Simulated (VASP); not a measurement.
# Cl on the Cs site in Cs2LiYCl6, part 7 of 10

How easily does Cl on the Cs site form in Cs2LiYCl6? The host is relaxed first, then a supercell is run with and without the defect. The start is a cell from a database of measured crystal structures.

VASP 6.6.1, plane waves and PAW; the level of theory is named at each step.

So far. Step 8 (The defect cell): The 12 first neighbours (Cl) lie 3.58 Å from the site in the perfect crystal and 3.62 Å on average from the atom on it after the relaxation (+0.9 %). Step 8 (The defect cell): Levels at the Fermi energy are partly filled: the carrier is shared among close levels or spread over a band.

## 9. The defect cell

Level of this step: LDA; plane waves and PAW (Cl, Cs_sv, Y_sv, Li) (VASP).

This cell carries charge +2, set by NELECT and balanced by a uniform background.

File INCAR:

```
SYSTEM = Cs15Li8Y8Cl49
PREC = Normal
ENCUT = 300
EDIFF = 1E-05
NELM = 120
ISMEAR = 0
SIGMA = 0.05
LREAL = Auto
ALGO = Fast
GGA = CA
NELECT = 572
LORBIT = 11
LWAVE = True
LCHARG = .FALSE.
IBRION = 2
NSW = 50
ISIF = 2
EDIFFG = -0.03
POTIM = 0.4
MAXMIX = 40
ISYM = 0
```

File POSCAR:

```
Cs15Li8Y8Cl49
1.0
    0.0000000000     10.1317993904     10.1317993904
   10.1317993904      0.0000000000     10.1317993904
   10.1317993904     10.1317993904      0.0000000000
Cl Cs Y Li
49 15 8 8
Direct
    0.3761939700      0.3747844500      0.3762388200
    0.3725490500      0.3725490500      0.1274509500
    0.3725490500      0.3725490500      0.6274509500
    0.3725490500      0.8725490500      0.1274509500
    0.3725490500      0.8725490500      0.6274509500
    0.8725490500      0.3725490500      0.1274509500
    0.8725490500      0.3725490500      0.6274509500
    0.8725490500      0.8725490500      0.1274509500
    0.8725490500      0.8725490500      0.6274509500
    0.1274509500      0.1274509500      0.3725490500
    0.1274509500      0.1274509500      0.8725490500
    0.1274509500      0.6274509500      0.3725490500
    0.1274509500      0.6274509500      0.8725490500
    0.6274509500      0.1274509500      0.3725490500
    0.6274509500      0.1274509500      0.8725490500
    0.6274509500      0.6274509500      0.3725490500
    0.6274509500      0.6274509500      0.8725490500
    0.3725490500      0.1274509500      0.3725490500
    0.3725490500      0.1274509500      0.8725490500
    0.3725490500      0.6274509500      0.3725490500
    0.3725490500      0.6274509500      0.8725490500
    0.8725490500      0.1274509500      0.3725490500
    0.8725490500      0.1274509500      0.8725490500
    0.8725490500      0.6274509500      0.3725490500
    0.8725490500      0.6274509500      0.8725490500
    0.1274509500      0.3725490500      0.3725490500
    0.1274509500      0.3725490500      0.8725490500
    0.1274509500      0.8725490500      0.3725490500
    0.1274509500      0.8725490500      0.8725490500
    0.6274509500      0.3725490500      0.3725490500
    0.6274509500      0.3725490500      0.8725490500
    0.6274509500      0.8725490500      0.3725490500
    0.6274509500      0.8725490500      0.8725490500
    0.1274509500      0.3725490500      0.1274509500
    0.1274509500      0.3725490500      0.6274509500
    0.1274509500      0.8725490500      0.1274509500
    0.1274509500      0.8725490500      0.6274509500
    0.6274509500      0.3725490500      0.1274509500
    0.6274509500      0.3725490500      0.6274509500
    0.6274509500      0.8725490500      0.1274509500
    0.6274509500      0.8725490500      0.6274509500
    0.3725490500      0.1274509500      0.1274509500
    0.3725490500      0.1274509500      0.6274509500
    0.3725490500      0.6274509500      0.1274509500
    0.3725490500      0.6274509500      0.6274509500
    0.8725490500      0.1274509500      0.1274509500
    0.8725490500      0.1274509500      0.6274509500
    0.8725490500      0.6274509500      0.1274509500
    0.8725490500      0.6274509500      0.6274509500
    0.3750000000      0.3750000000      0.8750000000
    0.3750000000      0.8750000000      0.3750000000
    0.3750000000      0.8750000000      0.8750000000
    0.8750000000      0.3750000000      0.3750000000
    0.8750000000      0.3750000000      0.8750000000
    0.8750000000      0.8750000000      0.3750000000
    0.8750000000      0.8750000000      0.8750000000
    0.1250000000      0.1250000000      0.1250000000
    0.1250000000      0.1250000000      0.6250000000
    0.1250000000      0.6250000000      0.1250000000
    0.1250000000      0.6250000000      0.6250000000
    0.6250000000      0.1250000000      0.1250000000
    0.6250000000      0.1250000000      0.6250000000
    0.6250000000      0.6250000000      0.1250000000
    0.6250000000      0.6250000000      0.6250000000
    0.0000000000      0.0000000000      0.0000000000
    0.0000000000      0.0000000000      0.5000000000
    0.0000000000      0.5000000000      0.0000000000
    0.0000000000      0.5000000000      0.5000000000
    0.5000000000      0.0000000000      0.0000000000
    0.5000000000      0.0000000000      0.5000000000
    0.5000000000      0.5000000000      0.0000000000
    0.5000000000      0.5000000000      0.5000000000
    0.2500000000      0.2500000000      0.2500000000
    0.2500000000      0.2500000000      0.7500000000
    0.2500000000      0.7500000000      0.2500000000
    0.2500000000      0.7500000000      0.7500000000
    0.7500000000      0.2500000000      0.2500000000
    0.7500000000      0.2500000000      0.7500000000
    0.7500000000      0.7500000000      0.2500000000
    0.7500000000      0.7500000000      0.7500000000
```

File KPOINTS:

```
Automatic mesh
0
Gamma
1 1 1
0 0 0
```

Potentials, in the order of the species: Cl, Cs_sv, Y_sv and Li (LDA family, release 64).

Command:

```console
$ export OMP_NUM_THREADS=5
$ mpirun -np 1 vasp_gam
```

Output:

```text
[... set-up lines as in an earlier step ...]
 entering main loop
       N       E                     dE             d eps       ncg     rms          rms(c)
DAV:   1     0.526866109077E+04    0.52687E+04   -0.20746E+05   686   0.102E+03
DAV:   2     0.329005224591E+03   -0.49397E+04   -0.47445E+04  1037   0.286E+02
DAV:   3    -0.352746084395E+03   -0.68175E+03   -0.67591E+03   796   0.111E+02
DAV:   4    -0.380297321597E+03   -0.27551E+02   -0.27493E+02   868   0.230E+01
DAV:   5    -0.381597144772E+03   -0.12998E+01   -0.12994E+01  1076   0.427E+00BRMIX: very serious problems
 the old and the new charge density differ
 old charge density:   574.00000 new  571.99989
    0.928E+01
RMM:   6    -0.373392355514E+03    0.82048E+01   -0.44140E+01   711   0.656E+00    0.688E+01
RMM:   7    -0.371155304596E+03    0.22371E+01   -0.29460E+01   761   0.436E+00    0.381E+01
RMM:   8    -0.368993151984E+03    0.21622E+01   -0.18492E+01   811   0.353E+00    0.102E+01
RMM:   9    -0.365930116544E+03    0.30630E+01   -0.59410E+00   733   0.262E+00    0.558E+00
[...]
RMM:  22    -0.365662806122E+03    0.62633E-02   -0.31095E-04   913   0.205E-02    0.932E-01
RMM:  23    -0.365659170132E+03    0.36360E-02   -0.72333E-04   997   0.221E-02    0.186E-01
RMM:  24    -0.365659264738E+03   -0.94606E-04   -0.12592E-04   976   0.116E-02    0.246E-01
WARNING in EDDRMM: call to ZHEGV failed, returncode =   6  3    205
RMM:  25    -0.365659669473E+03   -0.40474E-03   -0.47682E-05   608   0.672E-03    0.394E-01
RMM:  26    -0.365658971589E+03    0.69788E-03   -0.63738E-05   656   0.671E-03    0.304E-02
RMM:  27    -0.365659061981E+03   -0.90392E-04   -0.30507E-05   463   0.482E-03    0.146E-01
RMM:  28    -0.365658970219E+03    0.91761E-04   -0.12992E-05   407   0.336E-03    0.154E-02
RMM:  29    -0.365658969525E+03    0.69440E-06   -0.26367E-06   341   0.225E-03
   1 F= -.36565897E+03 E0= -.36557103E+03  d E =-.365659E+03
[... from here on, the cycles between the ionic steps are left out ...]
   2 F= -.36566555E+03 E0= -.36557749E+03  d E =-.658529E-02
[...]
WARNING in EDDRMM: call to ZHEGV failed, returncode =   6  3     85
[...]
WARNING in EDDRMM: call to ZHEGV failed, returncode =   6  3    185
   5 F= -.36567328E+03 E0= -.36558470E+03  d E =-.143154E-01
[...]
WARNING in EDDRMM: call to ZHEGV failed, returncode =   6  3    105
[...]
WARNING in EDDRMM: call to ZHEGV failed, returncode =   8  4     96
[...]
WARNING in EDDRMM: call to ZHEGV failed, returncode =   6  3     86
   9 F= -.36568620E+03 E0= -.36559724E+03  d E =-.129151E-01
  13 F= -.36568794E+03 E0= -.36559896E+03  d E =-.173721E-02
  17 F= -.36569071E+03 E0= -.36560164E+03  d E =-.277597E-02
  21 F= -.36569313E+03 E0= -.36560441E+03  d E =-.241350E-02
  25 F= -.36569418E+03 E0= -.36560561E+03  d E =-.105333E-02
[...]
WARNING in EDDRMM: call to ZHEGV failed, returncode =   6  3     52
  29 F= -.36574701E+03 E0= -.36566931E+03  d E =-.538889E-01
  33 F= -.36575221E+03 E0= -.36567574E+03  d E =-.519499E-02
[...]
WARNING in EDDRMM: call to ZHEGV failed, returncode =   6  3    195
  37 F= -.36578682E+03 E0= -.36571126E+03  d E =-.346076E-01
[...]
WARNING in EDDRMM: call to ZHEGV failed, returncode =   6  3     87
[...]
WARNING in EDDRMM: call to ZHEGV failed, returncode =   6  3    220
WARNING in EDDRMM: call to ZHEGV failed, returncode =   6  3    230
  41 F= -.36585981E+03 E0= -.36578868E+03  d E =-.511008E-01
[...]
WARNING in EDDRMM: call to ZHEGV failed, returncode =   6  3    160
[...]
WARNING in EDDRMM: call to ZHEGV failed, returncode =   6  3    184
[...]
WARNING in EDDRMM: call to ZHEGV failed, returncode =   8  4    179
[...]
WARNING in EDDRMM: call to ZHEGV failed, returncode =   6  3    145
  45 F= -.36596003E+03 E0= -.36590231E+03  d E =-.170254E-01
[...]
WARNING in EDDRMM: call to ZHEGV failed, returncode =   6  3     84
WARNING in EDDRMM: call to ZHEGV failed, returncode =   6  3    170
[...]
WARNING in EDDRMM: call to ZHEGV failed, returncode =   6  3    187
[...]
WARNING in EDDRMM: call to ZHEGV failed, returncode =   6  3     93
  49 F= -.36608767E+03 E0= -.36604544E+03  d E =-.144666E+00
[...]
WARNING in EDDRMM: call to ZHEGV failed, returncode =   6  3    190
  50 F= -.36608445E+03 E0= -.36604286E+03  d E =-.141446E+00
[...]
opt :   4.1957  next Energy=  -366.092588 (dE=-0.150E+00)
 writing wavefunctions
```

It took 40 min on 1 × NVIDIA H100 80GB HBM3, 81559 MiB with 1 MPI rank of AMD EPYC 7R13 (Zen 3), card shared with another run, shared host; peak memory 2 GiB.

OUTCAR, selected parts (step 9):

```text
 ion  position               nearest neighbor table
   1  0.376  0.375  0.376-
   2  0.373  0.373  0.127-  73 2.48  71 2.58
   3  0.373  0.373  0.627-  74 2.48  72 2.58
   4  0.373  0.873  0.127-  75 2.48  69 2.58
   5  0.373  0.873  0.627-  76 2.48  70 2.58
   6  0.873  0.373  0.127-  77 2.48  67 2.58
   7  0.873  0.373  0.627-  78 2.48  68 2.58
   8  0.873  0.873  0.127-  79 2.48  65 2.58
   9  0.873  0.873  0.627-  80 2.48  66 2.58
  10  0.127  0.127  0.373-  73 2.48  66 2.58
  11  0.127  0.127  0.873-  74 2.48  65 2.58
  12  0.127  0.627  0.373-  75 2.48  68 2.58
  13  0.127  0.627  0.873-  76 2.48  67 2.58
  14  0.627  0.127  0.373-  77 2.48  70 2.58
  15  0.627  0.127  0.873-  78 2.48  69 2.58
[...]
79  0.750  0.750  0.250-   8 2.48  16 2.48  24 2.48  32 2.48  40 2.48  48 2.48
  80  0.750  0.750  0.750-   9 2.48  17 2.48  25 2.48  33 2.48  41 2.48  49 2.48

 k-point     1 :       0.0000    0.0000    0.0000
  band No.  band energies     occupation
    ...
    283       0.1589      1.99304
    284       0.2109      1.78099
    285       0.2201      1.66735
    286       0.2314      1.48483
    287       0.2508      1.07985
    288       0.6092      0.00000
    289       4.5742      0.00000
    290       4.7310      0.00000
    291       4.7959      0.00000
    292       4.9936      0.00000
    ...

  Total      -14.4999857    -14.0154447    -10.1899474     -0.7345881      1.3448781      0.2515566
  in kB      -11.1683346    -10.7951262     -7.8486106     -0.5658023      1.0358665      0.1937566
  external PRESSURE =      -9.9373571 kB  Pullay stress =       0.0000000 kB

 POSITION                                       TOTAL-FORCE (eV/Angst)
 -----------------------------------------------------------------------------------
      8.08041      8.95742      7.97441         0.541661     -0.097788     -1.193344
      5.05458      5.04083      7.51910        -0.047169     -0.040860      0.132416
      9.92534      9.94529      7.48522        -0.100047     -0.354876     -0.254833
     10.11912      5.07363     12.63358         0.025872     -0.101304     -0.080130
     15.16574     10.13599     12.64327         0.035911     -0.031380     -0.168516
      5.16008     10.11276     12.59525        -0.047035      0.016071     -0.028775
     10.14700     15.15577     12.63018        -0.021894      0.049452     -0.048489
     10.12188     10.12915     17.67188         0.004453     -0.008979     -0.034236
     15.19174     15.18914     17.68159         0.012312      0.000892     -0.060646
      5.07594      5.06078      2.57023        -0.041776     -0.023950      0.054342
     10.11347     10.09960      2.55315         0.043747      0.045005      0.007629
     10.13768      5.03809      7.66723         0.073910     -0.002519     -0.026980
     15.18356     10.13383      7.64185         0.026491     -0.018173      0.030077
      5.04397     10.13497      7.66560         0.087329     -0.040399     -0.034653
[...]
-----------------------------------------------------------------------------------
    total drift:                               -0.049210     -0.054371     -0.045757

  FREE ENERGIE OF THE ION-ELECTRON SYSTEM (eV)
  ---------------------------------------------------
  free  energy   TOTEN  =      -366.0844484290 eV

  energy  without entropy=     -366.0012656959  energy(sigma->0) =     -366.04285706

[... 4 parts as in an earlier step ...]

[... 6 further parts left out ...]
[key lines of the parts left out:]
E-fermi :   0.2544
```

Relaxation path (22 of 50):

| step | energy less that of the first step (eV) | largest force (eV/Å) |
| --- | --- | --- |
| 1 | 0.0000 | 0.1843 |
| 3 | -0.0131 | 0.0540 |
| 6 | -0.0203 | 0.0553 |
| 8 | -0.0249 | 0.0573 |
| 10 | -0.0272 | 0.0361 |
| 13 | -0.0290 | 0.0431 |
| 15 | -0.0316 | 0.0594 |
| 17 | -0.0317 | 0.0634 |
| 20 | -0.0340 | 0.1006 |
| 22 | -0.0342 | 0.0859 |
| 24 | -0.0342 | 0.0834 |
| 27 | -0.0464 | 0.1790 |
| 29 | -0.0880 | 0.2640 |
| 31 | -0.0894 | 0.2441 |
| 34 | -0.0951 | 0.2244 |
| 36 | -0.1111 | 0.2274 |
| 38 | -0.1473 | 0.2245 |
| 41 | -0.2008 | 0.2744 |
| 43 | -0.2722 | 0.4679 |
| 45 | -0.3011 | 0.3783 |
| 48 | -0.3332 | 1.9343 |
| 50 | -0.4255 | 1.4850 |

The atoms that moved most (Å):

| atom | dx | dy | dz | length |
| --- | --- | --- | --- | --- |
| Cl1 | 0.471 | 1.334 | 0.366 | 1.461 |
| Cl3 | -0.206 | -0.187 | -0.064 | 0.285 |
| Y72 | 0.095 | -0.122 | 0.125 | 0.198 |
| Cl30 | -0.062 | -0.125 | -0.135 | 0.194 |
| Li74 | -0.057 | -0.063 | -0.171 | 0.191 |
| Cl39 | -0.080 | -0.135 | -0.087 | 0.179 |
| Li77 | -0.156 | -0.063 | -0.057 | 0.177 |
| Cl20 | 0.114 | -0.035 | 0.113 | 0.164 |

The run used up its steps with a largest force of 1.49 eV/Å at its last finished step, so it is continued.

(Continued in part 8 of 10.)

[Lines on the potential files, build, host, timing and source positions are cut from VASP's logs without a mark.]

[Logs are printed without paths, hosts, clocks, repeated set-up lines and the standing remarks that a program may print on its own settings, such as how far it seeks lower states.]

[Hosts, paths, dates, database ids (printed as entryN), source tags and the programs' standing remarks are cut or masked in the printed files.]

[In band tables of VASP the shares of atoms and orbitals are scaled to a sum of 1 inside the atoms' spheres.]

[Runs that stopped without an error message from VASP are left out.]
